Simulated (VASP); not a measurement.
Runs of VASP 6.6.1 on NbP. The structure is tetragonal, space group I4_1md (No. 109). Conventional cell: a = 3.350 Å, b = 3.350 Å, c = 11.480 Å, α = 90.00°, β = 90.00°, γ = 90.00°. Around Nb (site symmetry 2mm) lie 6 P at 2.55 Å. Around P (site symmetry 2mm) lie 6 Nb at 2.55 Å. The cell is a database's computed one.

```csv
level,potentials or basis,k mesh,cutoff (eV),mesh quality,gap on the mesh (eV),pressure (GPa),largest force (eV/Å)
LDA,"VASP PAW LDA potentials, release 64 (Nb_sv, P)",5 × 5 × 5,300,coarse,none,-,0.01
LDA,"VASP PAW LDA potentials, release 64 (Nb_sv, P)",9 × 9 × 9,520,not flagged,none,(a),0.01
PBEsol,"VASP PAW PBE potentials, release 64 (Nb_sv, P)",9 × 9 × 9,300,not flagged,none,-,0.01
PBEsol,"VASP PAW PBE potentials, release 64 (Nb_sv, P)",9 × 9 × 9,520,not flagged,none,-6.6,0.01
PBEsol,"VASP PAW PBE potentials, release 64 (Nb_sv, P)",5 × 5 × 5,520,coarse,none,-6.4,0.01
```

Alike in all rows: task electric field gradients; no spin polarisation; cell as given; smearing fermi-dirac 0.02 eV.

Task: Fill in the values left out.

Result: (a) -9.5.

Caveats: some runs use coarse meshes; the PAW data sets were made with another functional, which shifts forces and pressure a little (some runs); the cutoff is under 1.25 times the usual one of these potentials, so pressure, stress and relaxed cells hold a basis-set (Pulay) error (some runs).

A k mesh can miss the band edges, and the runs leave out spin-orbit coupling on Nb.

A gap of «none» marks a metal or a gap under the smearing width.

Not every run made on this cell is shown here.
